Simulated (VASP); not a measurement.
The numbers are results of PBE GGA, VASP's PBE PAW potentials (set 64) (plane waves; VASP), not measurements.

The input files of a VASP run:

### INCAR
```
ALGO = Fast
EDIFF = 1E-5
EDIFFG = -0.03
ENCUT = 400
GGA = PE
IBRION = 2
ISIF = 2
ISMEAR = 0
LASPH = T
LCHARG = F
LMAXMIX = 4
LREAL = F
LWAVE = F
NELM = 100
NELMIN = 4
NSW = 20
PREC = Normal
SIGMA = 0.05
SYSTEM = MoS2
```

### KPOINTS
```
Automatic mesh
0
Gamma
11 11 2
0 0 0
```

File POSCAR:
```
MoS2
1
    3.1845996021     0.0000000000     0.0000000000
   -1.5922998010     2.7579438746     0.0000000000
    0.0000000000     0.0000000000    14.1850859647
Mo S
2 4
Direct
  0.6666670000   0.3333330000   0.7500000000
  0.3333330000   0.6666670000   0.2500000000
  0.6666670000   0.3333330000   0.3790000000
  0.3333330000   0.6666670000   0.8790000000
  0.3333330000   0.6666670000   0.6210000000
  0.6666670000   0.3333330000   0.1210000000
```

POTCAR, in this order: Mo_sv S (PBE.64 set). Program: vasp_std.

The resulting files:

### OSZICAR
```
...
RMM:   8    -0.433566020536E+02   -0.14657E-03   -0.20216E-03  2125   0.164E-01    0.104E-01
RMM:   9    -0.433565336498E+02    0.68404E-04   -0.51549E-04  1966   0.755E-02    0.783E-02
RMM:  10    -0.433564520349E+02    0.81615E-04   -0.28909E-04  1862   0.611E-02    0.614E-02
RMM:  11    -0.433564352538E+02    0.16781E-04   -0.11765E-04  1843   0.378E-02    0.455E-02
RMM:  12    -0.433564397479E+02   -0.44941E-05   -0.17009E-05   973   0.173E-02
   2 F= -.43356440E+02 E0= -.43356440E+02  d E =-.174478E+01
       N       E                     dE             d eps       ncg     rms          rms(c)
DAV:   1    -0.435054320444E+02   -0.14900E+00   -0.49057E+01  2117   0.262E+01    0.988E+00
RMM:   2    -0.436639269666E+02   -0.15849E+00   -0.20498E+00  1985   0.673E+00    0.244E+00
RMM:   3    -0.437060828126E+02   -0.42156E-01   -0.43374E-01  2107   0.311E+00    0.219E+00
RMM:   4    -0.437060419916E+02    0.40821E-04   -0.57438E-02  1999   0.128E+00    0.362E-01
RMM:   5    -0.437071088479E+02   -0.10669E-02   -0.17336E-02  2144   0.682E-01    0.268E-01
RMM:   6    -0.437070571234E+02    0.51724E-04   -0.55470E-03  2177   0.296E-01    0.158E-01
RMM:   7    -0.437071381920E+02   -0.81069E-04   -0.10465E-03  2095   0.121E-01    0.579E-02
RMM:   8    -0.437071481104E+02   -0.99184E-05   -0.13979E-04  1864   0.429E-02    0.252E-02
RMM:   9    -0.437071495122E+02   -0.14017E-05   -0.41305E-05  1482   0.222E-02
   3 F= -.43707150E+02 E0= -.43707150E+02  d E =-.209549E+01
       N       E                     dE             d eps       ncg     rms          rms(c)
DAV:   1    -0.437065003653E+02    0.64775E-03   -0.13342E-01  2418   0.139E+00    0.355E-01
RMM:   2    -0.437069105857E+02   -0.41022E-03   -0.51713E-03  1932   0.332E-01    0.147E-01
RMM:   3    -0.437070010620E+02   -0.90476E-04   -0.97459E-04  1825   0.148E-01    0.807E-02
RMM:   4    -0.437070062547E+02   -0.51927E-05   -0.15967E-04  1759   0.706E-02    0.423E-02
RMM:   5    -0.437070063567E+02   -0.10198E-06   -0.54219E-05  1513   0.379E-02
   4 F= -.43707006E+02 E0= -.43707006E+02  d E =-.209535E+01
       N       E                     dE             d eps       ncg     rms          rms(c)
DAV:   1    -0.437070197093E+02   -0.13455E-04   -0.24187E-05  1839   0.215E-02    0.957E-03
RMM:   2    -0.437070199809E+02   -0.27157E-06   -0.19756E-06   802   0.716E-03    0.459E-03
RMM:   3    -0.437070200880E+02   -0.10715E-06   -0.41355E-07   530   0.396E-03    0.138E-03
RMM:   4    -0.437070201208E+02   -0.32835E-07   -0.59149E-08   298   0.319E-03
   5 F= -.43707020E+02 E0= -.43707020E+02  d E =-.137641E-04
       N       E                     dE             d eps       ncg     rms          rms(c)
DAV:   1    -0.437070555146E+02   -0.35427E-04   -0.13192E-04  2134   0.434E-02    0.111E-02
RMM:   2    -0.437070560789E+02   -0.56428E-06   -0.47368E-06   772   0.105E-02    0.433E-03
RMM:   3    -0.437070562033E+02   -0.12440E-06   -0.65051E-07   567   0.493E-03    0.243E-03
RMM:   4    -0.437070562784E+02   -0.75132E-07   -0.36821E-09   163   0.300E-03
   6 F= -.43707056E+02 E0= -.43707056E+02  d E =-.499217E-04
       N       E                     dE             d eps       ncg     rms          rms(c)
DAV:   1    -0.437070566528E+02   -0.44952E-06   -0.23364E-07  1524   0.300E-03    0.645E-04
RMM:   2    -0.437070566493E+02    0.35052E-08    0.00000E+00   131   0.127E-03    0.393E-04
RMM:   3    -0.437070566498E+02   -0.52114E-09    0.00000E+00   113   0.128E-03    0.815E-05
RMM:   4    -0.437070566497E+02    0.80036E-10    0.00000E+00    99   0.128E-03
   7 F= -.43707057E+02 E0= -.43707057E+02  d E =-.371323E-06
       N       E                     dE             d eps       ncg     rms          rms(c)
DAV:   1    -0.437070577651E+02   -0.11153E-05   -0.22837E-07  1440   0.209E-03    0.373E-04
RMM:   2    -0.437070577680E+02   -0.29067E-08    0.00000E+00    96   0.115E-03    0.238E-04
RMM:   3    -0.437070577724E+02   -0.43774E-08    0.00000E+00    79   0.118E-03    0.813E-05
RMM:   4    -0.437070577722E+02    0.20555E-09    0.00000E+00    69   0.118E-03
   8 F= -.43707058E+02 E0= -.43707058E+02  d E =-.149379E-05
       N       E                     dE             d eps       ncg     rms          rms(c)
DAV:   1    -0.437070599871E+02   -0.22147E-05   -0.55346E-07  1265   0.306E-03    0.491E-04
RMM:   2    -0.437070599967E+02   -0.95952E-08    0.00000E+00    80   0.170E-03    0.308E-04
RMM:   3    -0.437070600127E+02   -0.16008E-07    0.00000E+00    62   0.179E-03    0.819E-05
RMM:   4    -0.437070600124E+02    0.26102E-09    0.00000E+00    50   0.179E-03
   9 F= -.43707060E+02 E0= -.43707060E+02  d E =-.373403E-05
       N       E                     dE             d eps       ncg     rms          rms(c)
DAV:   1    -0.437070644019E+02   -0.43892E-05   -0.24452E-06  1188   0.607E-03    0.162E-03
RMM:   2    -0.437070644417E+02   -0.39837E-07   -0.21277E-07   304   0.331E-03    0.800E-04
RMM:   3    -0.437070644488E+02   -0.70113E-08   -0.42775E-10    45   0.230E-03    0.539E-04
RMM:   4    -0.437070644651E+02   -0.16305E-07    0.00000E+00    38   0.231E-03
  10 F= -.43707064E+02 E0= -.43707064E+02  d E =-.818665E-05
       N       E                     dE             d eps       ncg     rms          rms(c)
DAV:   1    -0.437070730664E+02   -0.86177E-05   -0.83840E-06  1139   0.115E-02    0.259E-03
RMM:   2    -0.437070732336E+02   -0.16712E-06   -0.13742E-06   709   0.620E-03    0.103E-03
RMM:   3    -0.437070732471E+02   -0.13555E-07   -0.33762E-08    81   0.260E-03    0.667E-04
RMM:   4    -0.437070732718E+02   -0.24673E-07    0.00000E+00    36   0.249E-03
  11 F= -.43707073E+02 E0= -.43707073E+02  d E =-.169934E-04
       N       E                     dE             d eps       ncg     rms          rms(c)
DAV:   1    -0.437070901760E+02   -0.16929E-04   -0.37329E-05  1726   0.228E-02    0.659E-03
RMM:   2    -0.437070904138E+02   -0.23783E-06   -0.16586E-06   696   0.644E-03    0.232E-03
RMM:   3    -0.437070904583E+02   -0.44465E-07   -0.83912E-08   156   0.300E-03    0.121E-03
RMM:   4    -0.437070905009E+02   -0.42644E-07   -0.10872E-09    40   0.278E-03
  12 F= -.43707091E+02 E0= -.43707091E+02  d E =-.342225E-04
       N       E                     dE             d eps       ncg     rms          rms(c)
DAV:   1    -0.437071224935E+02   -0.32035E-04   -0.13430E-04  1847   0.439E-02    0.111E-02
RMM:   2    -0.437071231057E+02   -0.61222E-06   -0.51965E-06   731   0.109E-02    0.447E-03
RMM:   3    -0.437071232507E+02   -0.14498E-06   -0.68012E-07   509   0.521E-03    0.274E-03
RMM:   4    -0.437071233539E+02   -0.10320E-06   -0.59931E-09    63   0.317E-03
  13 F= -.43707123E+02 E0= -.43707123E+02  d E =-.670755E-04
       N       E                     dE             d eps       ncg     rms          rms(c)
DAV:   1    -0.437071796355E+02   -0.56385E-04   -0.54080E-04  1812   0.883E-02    0.230E-02
RMM:   2    -0.437071817352E+02   -0.20997E-05   -0.21438E-05  1157   0.226E-02    0.902E-03
RMM:   3    -0.437071822795E+02   -0.54433E-06   -0.38377E-06   718   0.997E-03    0.538E-03
RMM:   4    -0.437071824841E+02   -0.20454E-06   -0.55154E-07   525   0.481E-03
  14 F= -.43707182E+02 E0= -.43707182E+02  d E =-.126206E-03
       N       E                     dE             d eps       ncg     rms          rms(c)
DAV:   1    -0.437072647789E+02   -0.82499E-04   -0.21640E-03  1791   0.177E-01    0.463E-02
RMM:   2    -0.437072722158E+02   -0.74369E-05   -0.83826E-05  1604   0.445E-02    0.186E-02
RMM:   3    -0.437072741823E+02   -0.19665E-05   -0.16458E-05   844   0.198E-02    0.106E-02
RMM:   4    -0.437072745171E+02   -0.33477E-06   -0.23629E-06   918   0.888E-03
  15 F= -.43707275E+02 E0= -.43707275E+02  d E =-.218239E-03
```

File OUTCAR:
```
------------------------ aborting loop because EDIFF is reached ----------------------------------------
  FORCE on cell =-STRESS in cart. coord.  units (eV):
  Direction    XX          YY          ZZ          XY          YZ          ZX
  --------------------------------------------------------------------------------------
  Total       -0.2426278     -0.2426277     -0.3181138     -0.0000000     -0.0000000      0.0000000
  in kB       -3.1201744     -3.1201738     -4.0909183     -0.0000000     -0.0000000      0.0000000
  external PRESSURE =      -3.4437555 kB  Pullay stress =       0.0000000 kB
  volume of cell :      124.59
      direct lattice vectors                 reciprocal lattice vectors
     3.184599602  0.000000000  0.000000000     0.314011218  0.181294480  0.000000000
    -1.592299801  2.757943875  0.000000000     0.000000000  0.362588960  0.000000000
     0.000000000  0.000000000 14.185085965     0.000000000  0.000000000  0.070496577
 POSITION                                       TOTAL-FORCE (eV/Angst)
 -----------------------------------------------------------------------------------
      1.59230      0.91931     10.63881         0.000000     -0.000000      0.000000
     -0.00000      1.83863      3.54627        -0.000000     -0.000000      0.000000
      1.59230      0.91931      5.10979        -0.000000      0.000000     -0.026673
     -0.00000      1.83863     12.20233        -0.000000      0.000000     -0.026673
     -0.00000      1.83863      9.07530        -0.000000      0.000000      0.026673
      1.59230      0.91931      1.98276         0.000000     -0.000000      0.026673
 -----------------------------------------------------------------------------------
    total drift:                               -0.001459      0.000842     -0.000033
  FREE ENERGIE OF THE ION-ELECTRON SYSTEM (eV)
  ---------------------------------------------------
  free  energy   TOTEN  =       -43.7072745171 eV

  energy  without entropy=      -43.7072745171  energy(sigma->0) =      -43.70727452

 reached required accuracy - stopping structural energy minimisation
```
(Selected blocks of OUTCAR.)

### CONTCAR
```
MoS2
   1.00000000000000
     3.1845996021000000    0.0000000000000000    0.0000000000000000
    -1.5922998010000000    2.7579438746000000    0.0000000000000000
     0.0000000000000000    0.0000000000000000   14.1850859647000007
  Mo              S
     2     4
Direct
     0.6666669999999968    0.3333330000000032    0.7500000000000000
     0.3333330000000032    0.6666669999999968    0.2500000000000000
     0.6666669999999968    0.3333330000000032    0.3602225253405785
     0.3333330000000032    0.6666669999999968    0.8602225253405783
     0.3333330000000032    0.6666669999999968    0.6397774746594217
     0.6666669999999968    0.3333330000000032    0.1397774746594215
```

Without a dispersion term in the relaxation, distances and binding between the weakly bound layers, chains or molecules are unreliable, and so is what depends on them.

The compound is MoS2 in the 2H layered structure. This run relaxes the ions in a fixed cell. Symmetry was kept, so distortions that lower it aren't found.
